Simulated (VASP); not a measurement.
A convergence study with VASP on PtSe₂ (1T layered): one setting is varied, all else stays as given below, so the limit is that of these other settings.

```yaml
crystal:
  lattice:
    - [1.86500, -3.23027, 0.00000]
    - [1.86500, 3.23027, 0.00000]
    - [0.00000, 0.00000, 5.08000]
  atoms:
    - { symbol: Pt, position: [0.00000, 0.00000, 0.00000] }
    - { symbol: Se, position: [0.33333, 0.66667, 0.25500] }
    - { symbol: Se, position: [0.66667, 0.33333, 0.74500] }
```

Computed with PBE GGA, VASP's PBE PAW potentials (set 64) (plane waves; VASP). The tightest run used: 550 eV cut-off, 12×12×8 Monkhorst-Pack mesh, Gaussian smearing of 0.050 eV, potentials Pt Se.

```json
[
 {"setting": "1×1×1 mesh", "E (eV/atom)": "-1.4346", "pressure (GPa)": "30.92", "largest force (eV/Å)": "2.896", "irreducible k-points": "1"},
 {"setting": "2×2×1 mesh", "E (eV/atom)": "-4.7148", "pressure (GPa)": "4.66", "largest force (eV/Å)": "0.761", "irreducible k-points": "2"},
 {"setting": "3×3×2 mesh", "E (eV/atom)": "-4.7494", "pressure (GPa)": "5.16", "largest force (eV/Å)": "0.042", "irreducible k-points": "4"},
 {"setting": "4×4×2 mesh", "E (eV/atom)": "-4.7370", "pressure (GPa)": "4.72", "largest force (eV/Å)": "0.148", "irreducible k-points": "10"},
 {"setting": "5×5×3 mesh", "E (eV/atom)": "-4.7456", "pressure (GPa)": "4.71", "largest force (eV/Å)": "0.100", "irreducible k-points": "12"},
 {"setting": "6×6×4 mesh", "E (eV/atom)": "-4.7401", "pressure (GPa)": "4.77", "largest force (eV/Å)": "0.196", "irreducible k-points": "42"}
]
```

Q: These are the cheaper rows. Estimate the results at 12×12×8 mesh, and how far the last row shown lies from them.

A: 
```
quantity              tightest run  last row shown is off by
--------------------  ------------  ------------------------
E (eV/atom)                -4.7398                   -0.0004
pressure (GPa)                4.81                     -0.03
largest force (eV/Å)         0.168                     0.028
```

Left out are rungs that failed or repeat a setting and relaxations that didn't move; long series are thinned to 24 rows.

The compound is PtSe2 in the 1T layered structure. The cell was not relaxed at this level, forces remain on its atoms.
